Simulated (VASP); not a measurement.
Input:

```
KMgF3
1.0
    3.93494     0.00000     0.00000
    0.00000     3.93494     0.00000
    0.00000     0.00000     3.93494
K Mg F
1 1 3
Direct
  0.00000   0.00000   0.00000
  0.50000   0.50000   0.50000
  0.50000   0.00000   0.50000
  0.00000   0.50000   0.50000
  0.50000   0.50000   0.00000
```

Method: LDA (Ceperley-Alder, Perdew-Zunger), VASP's LDA PAW potentials (set 64) (plane waves; VASP 6.6.1). Settings: 520 eV cut-off, 6×6×6 Γ-centred mesh, Gaussian smearing of 0.050 eV, potentials K_sv Mg F.

**Question.** Give the stress tensor in GPa (positive for a compressed cell).

**Answer.** 
```
-2.50   0.00   0.00
 0.00  -2.50   0.00
 0.00   0.00  -2.50
```
The pressure is its mean diagonal, -2.50 GPa.

The compound is KMgF3 in the cubic perovskite structure. This cell is one point of a volume scan, at 1.03 of the reference volume.
